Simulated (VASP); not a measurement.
NaH (rock salt):

```yaml
crystal:
  lattice:
    - [0.00000, 2.44000, 2.44000]
    - [2.44000, 0.00000, 2.44000]
    - [2.44000, 2.44000, 0.00000]
  atoms:
    - { symbol: Na, position: [0.00000, 0.00000, 0.00000] }
    - { symbol: H, position: [0.50000, 0.50000, 0.50000] }
```

The lowest empty band near L, direction along the valley's axis, from PBE with spin-orbit coupling in VASP (PAW); its two spin partners are averaged. The gap over the points computed is 3.72 eV, and the next band on that side lies 6.87 eV away at the edge.

Settings: 400 eV cut-off, 10×10×10 Γ-centred mesh, Gaussian smearing of 0.050 eV, potentials Na_pv H.

```csv
distance from the edge in k (1/Å),distance in energy (meV)
0.018,5.3
0.025,10.2
0.035,19.9
0.050,40.6
0.070,79.1
```

Fit E(1 + αE) = ħ²k²/2m* (ħ²/2m0 = 3.810 eV Å²) and predict the row at 0.095 1/Å.

The rows don't resolve α, so a parabola serves: the electron mass is m* = 0.236 m0, and so 145.9 meV. The run gave 144.2 meV, -1.7 meV from the fit.

Left out are points under 3 meV from the edge, since the levels carry 0.1 meV, and points farther than half the way to the next band.

The compound is NaH in the rock salt structure. The cell was not relaxed at this level.
